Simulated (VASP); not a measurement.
Level of theory: PBE GGA, VASP's PBE PAW potentials (set 64) (plane waves; VASP).

VASP ran on this input.

INCAR:
```
SYSTEM = Hf
PREC = Accurate; ENCUT = 400; LREAL = F
LASPH = T; KSPACING = 0.5; KGAMMA = T
EDIFF = 1E-6; NELM = 100; ALGO = Normal
LMAXMIX = 6
ISMEAR = 1; SIGMA = 0.1
GGA = PE
ISIF = 2
LWAVE = F; LCHARG = F
```

File POSCAR:
```
Hf
1
    1.5950000000    -2.7626210000     0.0000000000
    1.5950000000     2.7626210000     0.0000000000
    0.0000000000     0.0000000000     5.0500000000
Hf
2
Direct
  0.3333330000   0.6666670000   0.2500000000
  0.6666670000   0.3333330000   0.7500000000
```

POTCAR, in this order: Hf_pv (PBE.64 set). Program: vasp_std.

**Question.** What will the output report for the number of irreducible k-points (NKPTS), number of bands (NBANDS), largest plane-wave count, number of space-group operations, FFT grid (NGX, NGY, NGZ)?

**Answer.** 
number of irreducible k-points (NKPTS): 10
number of bands (NBANDS): 14
largest plane-wave count: 819
number of space-group operations: 24
FFT grid (NGX, NGY, NGZ): 24 × 24 × 36

The compound is Hf in the hcp structure. The cell was not relaxed at this level. The run is one of a series of settings (KGAMMA = .TRUE., KSPACING = 0.5, KPOINTS file removed against the base run), some of them coarse on purpose.
